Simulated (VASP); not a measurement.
# YTiF5 (Immm) in VASP: reference runs

How does YTiF5 come out in PBE? The cell is run as given.

Everything below comes from runs of VASP 6.6.1. Logs are shortened: lines on timing, memory, paths and dates and some standing lists are left out, and cuts for length are marked.

**1. The crystal as given**

The structure is orthorhombic, space group Immm (No. 71). Conventional cell: a = 4.191 Å, b = 6.956 Å, c = 8.431 Å, α = 90.00°, β = 90.00°, γ = 90.00°. Y (site symmetry mmm) has 6 F at 2.10 to 2.22 Å as nearest neighbours. Ti (site symmetry mmm) is surrounded by 2 F at 2.02 Å. F (site symmetry mmm) is surrounded by 2 Y at 2.10 Å. F (site symmetry mm2) is surrounded by 1 Ti at 2.02 Å and 1 Y at 2.20 Å. F (site symmetry m2m) is surrounded by 1 Y at 2.22 Å and 2 Ti at 2.44 Å and 1 F at 2.52 Å.

The cell comes from a database or a generator and needn't be the stable form of this composition.

**2. Single point, PBE**

Input file INCAR:

```
PREC     = Accurate       # precision mode
ENCUT    = 520            # plane-wave cutoff, eV
EDIFF    = 1E-7           # SCF threshold, eV
ISMEAR   = -1             # smearing method
SIGMA    = 0.05           # smearing width, eV
LREAL    = F              # projectors in reciprocal space
LASPH    = T              # aspherical terms in the spheres
NELM     = 60             # most SCF steps
ALGO     = Normal         # electronic algorithm
ISIF     = 2              # what is computed and relaxed
LWAVE    = F              # write WAVECAR
LCHARG   = F              # write CHGCAR
GGA      = PE             # functional
NBANDS   = 38             # bands
```

Input file KPOINTS:

```
Automatic mesh
0
Gamma
  8 8 8
```

Input file POSCAR:

```
YTiF5
1.0
   -2.0955410000      3.4780010000      4.2155590000
    2.0955410000     -3.4780010000      4.2155590000
    2.0955410000      3.4780010000     -4.2155590000
Y Ti F
1 1 5
Direct
    0.5000000000      0.5000000000      0.0000000000
    0.0000000000      0.0000000000      0.0000000000
    0.5000000000      0.0000000000      0.5000000000
    0.7608500000      0.7608500000      0.0000000000
    0.2391500000      0.2391500000      0.0000000000
    0.1810190000      0.5000000000      0.6810190000
    0.8189810000      0.5000000000      0.3189810000
```

Potentials or basis: VASP PAW PBE potentials, release 64 (Y_sv, Ti_sv, F).

On the command line:

```bash
cat potpaw_PBE.64/Y_sv/POTCAR potpaw_PBE.64/Ti_sv/POTCAR potpaw_PBE.64/F/POTCAR > POTCAR
mpirun -np 1 vasp_std > vasp.out
```

OUTCAR:

```text
PREC = Accurate
   ENCUT = 520
   EDIFF = 1E-7
   ISMEAR = -1
   LREAL = F
   LASPH = T
   NELM = 60
   ISIF = 2
   GGA = PE

 ion  position               nearest neighbor table
   1  0.500  0.500  0.000-   3 2.10   3 2.10   5 2.20   4 2.20   7 2.22   6 2.22
   2  0.000  0.000  0.000-   4 2.02   5 2.02
   3  0.500  0.000  0.500-   1 2.10   1 2.10
   4  0.761  0.761  0.000-   2 2.02   1 2.20
   5  0.239  0.239  0.000-   2 2.02   1 2.20
   6  0.181  0.500  0.681-   1 2.22
   7  0.819  0.500  0.319-   1 2.22

  LATTYP: Found a body centered orthorhombic cell.
 ALAT       =     4.1910820000
 B/A-ratio  =     1.6597150807
 C/A-ratio  =     2.0116805159

  Lattice vectors:

 A1 = (  -2.0955410000,   3.4780010000,   4.2155590000)
 A2 = (   2.0955410000,  -3.4780010000,   4.2155590000)
 A3 = (   2.0955410000,   3.4780010000,  -4.2155590000)

Analysis of symmetry for initial positions (statically):
=====================================================================
 Subroutine PRICEL returns:
 Original cell was already a primitive cell.

 Routine SETGRP: Setting up the symmetry group for a
 body centered orthorhombic supercell.

 Subroutine GETGRP returns: Found  8 space group operations
 (whereof  8 operations were pure point group operations)
 out of a pool of  8 trial point group operations.

The static configuration has the point symmetry D_2h.

Analysis of symmetry for dynamics (positions and initial velocities):
=====================================================================
 Subroutine PRICEL returns:
 Original cell was already a primitive cell.

 Routine SETGRP: Setting up the symmetry group for a
 body centered orthorhombic supercell.

 Subroutine GETGRP returns: Found  8 space group operations
 (whereof  8 operations were pure point group operations)
 out of a pool of  8 trial point group operations.

The dynamic configuration has the point symmetry D_2h.

 Subroutine INISYM returns: Found  8 space group operations
 (whereof  8 operations are pure point group operations),
 and found     1 'primitive' translations

----------------------------------------------------------------------------------------

                                     Primitive cell

  volume of cell :     122.8969

  direct lattice vectors                    reciprocal lattice vectors
    -2.095541000  3.478001000  4.215559000     0.000000000  0.143760741  0.118608232
     2.095541000 -3.478001000  4.215559000     0.238601869  0.000000000  0.118608232
     2.095541000  3.478001000 -4.215559000     0.238601869  0.143760741  0.000000000

  length of vectors
     5.853094969  5.853094969  5.853094969     0.186373451  0.266455934  0.278564180

  position of ions in fractional coordinates (direct lattice)
     0.500000000  0.500000000  0.000000000
     0.000000000  0.000000000  0.000000000
     0.500000000  0.000000000  0.500000000
     0.760850000  0.760850000  0.000000000
     0.239150000  0.239150000  0.000000000
     0.181019000  0.500000000  0.681019000
     0.818981000  0.500000000  0.318981000

  ion indices of the primitive-cell ions
   primitive index   ion index
                 1           1
                 2           2
                 3           3
                 4           4
                 5           5
                 6           6
                 7           7

----------------------------------------------------------------------------------------

 KPOINTS: Automatic mesh

Automatic generation of k-mesh.
 Grid dimensions read from file:
 generate k-points for:    8    8    8

 Generating k-lattice:

  Cartesian coordinates                     Fractional coordinates (reciprocal lattice)
     0.000000000  0.017970093  0.014826029     0.125000000 -0.000000000  0.000000000
     0.029825234  0.000000000  0.014826029    -0.000000000  0.125000000  0.000000000
     0.029825234  0.017970093  0.000000000     0.000000000  0.000000000  0.125000000

  Length of vectors
     0.023296681  0.033306992  0.034820523

  Shift w.r.t. Gamma in fractional coordinates (k-lattice)
     0.000000000  0.000000000  0.000000000

 Subroutine IBZKPT returns following result:
 ===========================================

 Found     95 irreducible k-points:

 Following reciprocal coordinates:
            Coordinates               Weight
  0.000000  0.000000  0.000000      1.000000
  0.125000  0.000000  0.000000      4.000000
  0.250000  0.000000  0.000000      4.000000
  0.375000  0.000000  0.000000      4.000000
  0.500000  0.000000  0.000000      2.000000
 -0.000000  0.125000  0.000000      4.000000
[... 16 lines left out ...]
  0.125000  0.375000  0.000000      8.000000
  0.250000  0.375000  0.000000      8.000000
 [... further k-points ...]
   k-points           NKPTS =     95   k-points in BZ     NKDIM =     95   number of bands    NBANDS=     38
   number of dos      NEDOS =    301   number of ions     NIONS =      7
   total plane-waves  NPLWV = 110592
   dimension x,y,z NGX =    48 NGY =   48 NGZ =   48
   dimension x,y,z NGXF=    96 NGYF=   96 NGZF=   96
   ions per type =               1   1   5
   NGX,Y,Z   is equivalent  to a cutoff of  13.63, 13.63, 13.63 a.u.
   NGXF,Y,Z  is equivalent  to a cutoff of  27.27, 27.27, 27.27 a.u.
 SYSTEM =  unknown system
   PREC   = accura    normal or accurate (medium, high low for compatibility)
   ISTART =      0    job   : 0-new  1-cont  2-samecut
   ICHARG =      2    charge: 1-file 2-atom 10-const
   ISPIN  =      1    spin polarized calculation?
   LNONCOLLINEAR =      F non collinear calculations
   LSORBIT =      F    spin-orbit coupling
   LASPH  =      T    aspherical Exc in radial PAW
   ENCUT  =  520.0 eV  38.22 Ry    6.18 a.u.  10.88 10.88 10.88*2*pi/ulx,y,z
   NELM   =     60;   NELMIN=  2; NELMDL= -5     # of ELM steps
   EDIFF  = 0.1E-06   stopping-criterion for ELM
   LREAL  =      F    real-space projection
   EDIFFG = 0.1E-05   stopping-criterion for IOM
   NSW    =      0    number of steps for IOM
   IBRION =     -1    ionic relax: 0-MD 1-quasi-New 2-CG
   NFREE  =      0    steps in history (QN), initial steepest desc. (CG)
   ISIF   =      2    stress and relaxation
   ISYM   =      2    0-nonsym 1-usesym 2-fastsym
   POTIM  = 0.5000    time-step for ionic-motion
   TEBEG  =    0.0;   TEEND  =   0.0 temperature during run
   PSTRESS=    0.0 pullay stress
   NELECT =      58.0000    total number of electrons
   NUPDOWN=      -1.0000    fix difference up-down
   EMIN   =  10.00;   EMAX   =-10.00  energy-range for DOS
   EFERMI =   0.00;   METHOD = LEGACY
   ISMEAR =    -1;   SIGMA  =   0.05  broadening in eV -4-tet -1-fermi 0-gaus
   EFERMI_NEDOS =   21; number of points for ismear=-14 and -15
   IALGO  =     38    algorithm
   IMIX   =      4    mixing-type and parameters
     AMIX     =   0.40;   BMIX     =  1.00
     AMIX_MAG =   1.60;   BMIX_MAG =  1.00
  volume/ion in A,a.u.               =      17.56       118.48
  Fermi-wavevector in a.u.,A,eV,Ry     =   1.274590  2.408626 22.103746  1.624580
  Thomas-Fermi vector in A             =   2.407349
   LORBIT       =      0    0 simple, 1 ext, 2 COOP (PROOUT), +10 PAW based schemes
   GGA     = PE    functional components
   LHFCALC =     F    Hartree Fock is set to
   AEXX    =    0.0000 exact exchange contribution
   IVDW    =     0    specifies the selected vdW correction
   LEPSILON=     F    determine dielectric tensor
   LRPA    =     F    only Hartree local field effects (RPA)
 non-spin polarized calculation
  energy-cutoff  :      520.00
  volume of cell :      122.90
 maximum number of plane-waves:      3332
 NGX is ok and might be reduce to    48
   NGX = 21   NGY = 21   NGZ = 21

 number of electron      57.9999997 magnetization

 Free energy of the ion-electron system (eV)
  ---------------------------------------------------
  ext. energy  EPLUGINS =         0.00000000
  ---------------------------------------------------
  free energy    TOTEN  =       -46.33838021 eV

  energy without entropy =      -46.24983770  energy(sigma->0) =      -46.29410895

 E-fermi :   3.1632     XC(G=0):  -8.3847

 val. band max:        3.1630870637   @ k =   0.5000   0.5000   0.3750
 cond. band min:       3.1660417074   @ k =   0.3750  -0.3750   0.1250
 fundamental gap:      0.0029546437
 Fermi energy:         3.1632264469

 k-point     1 :       0.0000    0.0000    0.0000
  band No.  band energies     occupation
      1     -55.3697      2.00000
      2     -41.0764      2.00000
      3     -32.1498      2.00000
      4     -31.5814      2.00000
      5     -31.2394      2.00000
      6     -23.1397      2.00000
[... 30 lines left out ...]
     37       5.5986      0.00000
     38       7.8399      0.00000

 k-point     2 :       0.1250    0.0000    0.0000
  band No.  band energies     occupation
      1     -55.3697      2.00000
      2     -41.0764      2.00000
      3     -32.1498      2.00000
      4     -31.5814      2.00000
      5     -31.2394      2.00000
      6     -23.1688      2.00000
[... 30 lines left out ...]
     37       5.5950      0.00000
     38       7.5780      0.00000

 k-point     3 :       0.2500    0.0000    0.0000
  band No.  band energies     occupation
      1     -55.3697      2.00000
      2     -41.0764      2.00000
      3     -32.1498      2.00000
      4     -31.5814      2.00000
      5     -31.2394      2.00000
      6     -23.2265      2.00000
[... 30 lines left out ...]
     37       5.5873      0.00000
     38       7.0657      0.00000

 k-point     4 :       0.3750    0.0000    0.0000
  band No.  band energies     occupation
      1     -55.3697      2.00000
      2     -41.0764      2.00000
      3     -32.1497      2.00000
      4     -31.5814      2.00000
      5     -31.2394      2.00000
      6     -23.2735      2.00000
[... 30 lines left out ...]
     37       5.5879      0.00000
     38       6.4929      0.00000
[... 703 lines left out ...]
      4     -31.5972      2.00000
      5     -31.2355      2.00000
      6     -24.3173      2.00000
[... 30 lines left out ...]
     37       6.2354      0.00000
     38       8.2860      0.00000

 k-point    23 :       0.1250    0.3750    0.0000
  band No.  band energies     occupation
      1     -55.3694      2.00000
      2     -41.0630      2.00000
      3     -32.1492      2.00000
      4     -31.5972      2.00000
      5     -31.2355      2.00000
      6     -24.3173      2.00000
[... 30 lines left out ...]
     37       6.4837      0.00000
     38       8.1824      0.00000

 k-point    24 :       0.2500    0.3750    0.0000
  band No.  band energies     occupation
      1     -55.3694      2.00000
      2     -41.0630      2.00000
      3     -32.1493      2.00000
      4     -31.5973      2.00000
      5     -31.2355      2.00000
      6     -24.3172      2.00000
[... 30 lines left out ...]
     37       6.8560      0.00000
     38       7.6544      0.00000

 [... further k-points ...]

------------------------ aborting loop because EDIFF is reached ----------------------------------------

  FORCE on cell =-STRESS in cart. coord.  units (eV):
  Direction    XX          YY          ZZ          XY          YZ          ZX
  --------------------------------------------------------------------------------------
  -------------------------------------------------------------------------------------
  Total       -1.0100192     -1.0308785     -2.4975698     -0.0000000      0.0000000      0.0000000
  in kB      -13.1673743    -13.4393114    -32.5602092     -0.0000000      0.0000000      0.0000000
  external PRESSURE =     -19.7222983 kB  Pullay stress =       0.0000000 kB

 VOLUME and BASIS-vectors are now :
 -----------------------------------------------------------------------------
  energy-cutoff  :      520.00
  volume of cell :      122.90
      direct lattice vectors                 reciprocal lattice vectors
    -2.095541000  3.478001000  4.215559000     0.000000000  0.143760741  0.118608232
     2.095541000 -3.478001000  4.215559000     0.238601869  0.000000000  0.118608232
     2.095541000  3.478001000 -4.215559000     0.238601869  0.143760741  0.000000000

 POSITION                                       TOTAL-FORCE (eV/Angst)
 -----------------------------------------------------------------------------------
      0.00000      0.00000      4.21556         0.000000      0.000000      0.000000
      0.00000      0.00000      0.00000         0.000000      0.000000      0.000000
      0.00000      3.47800      0.00000         0.000000     -0.000000      0.000000
      0.00000      0.00000      6.41482         0.000000     -0.000000      0.706005
      0.00000      0.00000      2.01630        -0.000000     -0.000000     -0.706005
      2.09554      1.25917      0.00000         0.000000     -0.239118      0.000000
      0.00000      2.21883      4.21556        -0.000000      0.239118      0.000000
 -----------------------------------------------------------------------------------
    total drift:                               -0.000000     -0.000000      0.000000

  FREE ENERGIE OF THE ION-ELECTRON SYSTEM (eV)
  ---------------------------------------------------
  free  energy   TOTEN  =       -46.3383802084 eV

  energy  without entropy=      -46.2498376962  energy(sigma->0) =      -46.29410895
```

It took 8.7 min on 1 thread of AMD EPYC 9R45 (Zen 5), shared host; peak memory 0.6 GiB.

Results:

| Quantity | Value |
| --- | --- |
| Free energy | -46.3384 eV |
| Pressure | -2.0 GPa |
| Largest force | 0.706 eV/Å |
| Band gap on the k mesh | none (metal or under the smearing width) |

Forces in eV/Å, atoms in the order of the input:
```
Y    0.000  0.000  0.000
Ti   0.000  0.000  0.000
F    0.000  0.000  0.000
F    0.000  0.000  0.706
F    0.000  0.000 -0.706
F    0.000 -0.239  0.000
F    0.000  0.239  0.000
```

Stress tensor (GPa, compression positive):
```
-1.32  0.00  0.00
 0.00 -1.34  0.00
 0.00  0.00 -3.26
```

Levels at points of the mesh, in eV from the Fermi level:
```tsv
k point	band 26	band 27	band 28	band 29	band 30	band 31	band 32	band 33
(0.00, 0.00, 0.00)	-6.40	-5.98	-5.88	-0.44	0.04	0.27	0.67	1.12
(0.50, 0.00, 0.00)	-6.72	-6.37	-6.14	-0.04	0.07	0.31	1.01	1.17
(0.00, 0.50, 0.00)	-6.24	-6.14	-5.96	-0.13	0.16	0.22	0.50	1.48
(0.50, 0.50, 0.00)	-6.59	-6.23	-6.19	-0.05	0.11	0.17	0.46	1.30
(0.50, 0.50, 0.50)	-6.51	-6.37	-5.90	-0.19	-0.02	0.24	0.82	1.11
```

Caveat: semilocal functionals often make such compounds metallic where correlation or magnetic order opens a gap, which also shifts bond lengths.
